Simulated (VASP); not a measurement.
Data:

```xyz
2
Lattice="0.0000 2.3003 2.3003 2.3003 0.0000 2.3003 2.3003 2.3003 0.0000" Properties=species:S:1:pos:R:3 pbc="T T T"
Zr     0.0000     0.0000     0.0000
C      2.3003     2.3003     2.3003
```

All values below come from optB86b-vdW, VASP's PBE PAW potentials (set 64) (plane waves; VASP 6.6.1). Settings: 520 eV cut-off, 13×13×13 Γ-centred mesh, first-order Methfessel-Paxton smearing of 0.10 eV, potentials Zr_sv C.

Problem. Predict the energy per atom (σ→0), pressure, band gap (on the k-mesh) with the smallest direct gap where there is one.

Solution. 
```yaml
band gap (on the k-mesh): none (metal, semimetal or under 0.01 eV)
energy per atom (σ→0): -8.022 eV/atom
pressure: 160.0 kbar
```

Only differences to runs with the same potentials and settings are physical.

The compound is ZrC in the rock salt structure. This cell is one point of a volume scan, at 0.94 of the reference volume.
